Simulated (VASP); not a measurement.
The system is CdSb2O4.

```xyz
7
Lattice="-3.2887 3.2887 2.6542 3.2887 -3.2887 2.6542 3.2887 3.2887 -2.6542" Properties=species:S:1:pos:R:3 pbc="T T T"
Cd    0.0000    0.0000    0.0000
Sb    0.0000    3.2887    1.3271
Sb    3.2887    0.0000    1.3271
O     1.9930    1.9930    0.0000
O     1.2957    1.2957    2.6542
O     1.2957   -1.2957    2.6542
O    -1.2957    1.2957    2.6542
```

The cell was built by a generator and needn't be a form met in nature.

* Program: VASP 6.6.1
* Task: relaxation of cell and atoms
* Functional: PBE
* Potentials or basis: VASP PAW PBE potentials, release 64 (Cd, Sb, O)
* Cutoff: 520 eV
* k mesh: 4 × 4 × 4
* Occupations: gaussian, width 0.15 eV
* Spin: no spin polarisation

At the start: pressure -10.4 GPa; volume 16.40 Å³/atom.

Where does the relaxation end?

Over 12 steps the energy falls by 788.9 meV/atom and the volume is 14.60 Å³/atom (-11.0 %); space group I4/mmm (No. 139, to 0.05 Å).

Step by step:
| step | energy change (eV) | largest force (eV/Å) | pressure (GPa) | volume (Å³) |
| --- | --- | --- | --- | --- |
| 1 | 0.0000 | 1.6984 | -10.42 | 114.83 |
| 2 | -3.7626 | 2.5126 | 0.09 | 96.93 |
| 3 | -4.0884 | 2.4470 | 10.00 | 91.19 |
| 4 | -5.1326 | 0.3952 | 6.16 | 97.04 |
| 5 | -5.1326 | 0.4190 | 6.14 | 97.01 |
| 6 | -5.4023 | 0.6965 | -4.78 | 105.61 |
| 7 | -5.4207 | 0.6423 | -2.96 | 103.76 |
| 8 | -5.5174 | 0.1563 | 0.27 | 101.78 |
| 9 | -5.5178 | 0.1221 | 0.37 | 101.67 |
| 10 | -5.5169 | 0.0731 | 0.69 | 101.45 |
| 11 | -5.5177 | 0.1184 | 0.51 | 101.62 |
| 12 | -5.5225 | 0.0186 | 0.29 | 102.17 |

Final structure:
```
CELL_PARAMETERS angstrom
-2.91828 2.91828 2.99920
2.91828 -2.91828 2.99920
2.91828 2.91828 -2.99920
ATOMIC_POSITIONS crystal
Cd 0.00000 0.00000 0.00000
Sb 0.75000 0.25000 0.50000
Sb 0.25000 0.75000 0.50000
O 0.26144 0.26144 0.52289
O 0.73856 0.73856 0.47711
O 0.26144 0.73856 0.00000
O 0.73856 0.26144 0.00000
```

Caveat: the k mesh is coarse (spacing up to 0.38 Å⁻¹), so the values aren't converged; the relaxation stopped at a loose force limit of 0.08 eV/Å, so its end isn't a converged minimum.
